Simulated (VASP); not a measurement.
Consider the following.

```
CELL_PARAMETERS angstrom
      4.22445     2.11033     2.11033
      2.11033     4.22445     2.11033
      2.11033     2.11033     4.22445
ATOMIC_POSITIONS crystal
  Ni 0.00000 0.00000 0.00000
  Ni 0.50000 0.50000 0.50000
  O  0.25000 0.25000 0.25000
  O  0.75000 0.75000 0.75000
```
Starting moments (μB, in the order of the record's atoms Ni Ni O O): 1.4 -1.4 0.0 0.0.

The numbers are results of revPBE GGA, VASP's PBE PAW potentials (set 64) (plane waves; VASP), not measurements. Run with 520 eV cut-off, 9×9×9 Γ-centred mesh, Gaussian smearing of 0.050 eV, potentials Ni O.

Task: Predict the cell moment, energy per atom (σ→0).

Result: 
| Quantity | Value |
|---|---|
| cell moment | 0.00 μB |
| energy per atom (σ→0) | -5.502 eV/atom |

Task: Give the moment on each site (PAW-sphere projection).

Result: 
```tsv
site	moment (μB)
Ni1	1.38
Ni2	-1.38
O3	0.00
O4	0.00
```

The compound is NiO in the rock salt, AFM-II order structure. It was relaxed first.
